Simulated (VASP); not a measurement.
VASP ran on this input.

File KPOINTS:
```
Automatic mesh
0
Gamma
14 14 14
0 0 0
```

INCAR:
```
ALGO = Normal
EDIFF = 1E-7
ENCUT = 520
GGA = PS
ISIF = 2
ISMEAR = -5
LASPH = .TRUE.
LCHARG = .TRUE.
LMAXMIX = 6
LORBIT = 11
LREAL = .FALSE.
LWAVE = .FALSE.
NEDOS = 601
NELM = 100
PREC = Accurate
SYSTEM = HfB
```

POSCAR:
```
HfB
1
   -0.0000000000     2.5954833236     2.5954833236
    2.5954833236     0.0000000000     2.5954833236
    2.5954833236     2.5954833236    -0.0000000000
Hf B
1 1
Direct
  0.0000000000   0.0000000000   0.0000000000
  0.2500000000   0.2500000000   0.2500000000
```

POTCAR, in this order: Hf_pv B (PBE.64 set). Program: vasp_std.

Task: Write an equivalent input for Ansatz.

Result: One equivalent input (not run):
Ansatz 0.2 input:
```yaml
crystal:
  lattice:
    - [0.0000000, 2.5954833, 2.5954833]
    - [2.5954833, 0.0000000, 2.5954833]
    - [2.5954833, 2.5954833, 0.0000000]
  atoms:
    - { symbol: Hf, position: [0.0000000, 0.0000000, 0.0000000] }
    - { symbol: B, position: [0.2500000, 0.2500000, 0.2500000] }
kpoints:
  mp_grid: { grid: [14, 14, 14] }
hamiltonian:
  xc: pbesol
  pseudopotentials: { kind: paw }
scf:
  occupations: { method: tetrahedron }
  max_iter: 100
output: { forces: true, stress: true, eigenvalues: true }
```
Limits of the translation: each code has its own PAW files, so the cut-off isn't converted (ENCUT is set for VASP's; basis.ecutwfc is left out, and Ansatz then takes the one that its files recommend); Ansatz stops its SCF on the density residual and VASP on the energy change (EDIFF).

The structure was generated: HfB was put into the zinc blende type (F-43m), which need not be its known phase. It was relaxed first, which changed the volume by -35 %.
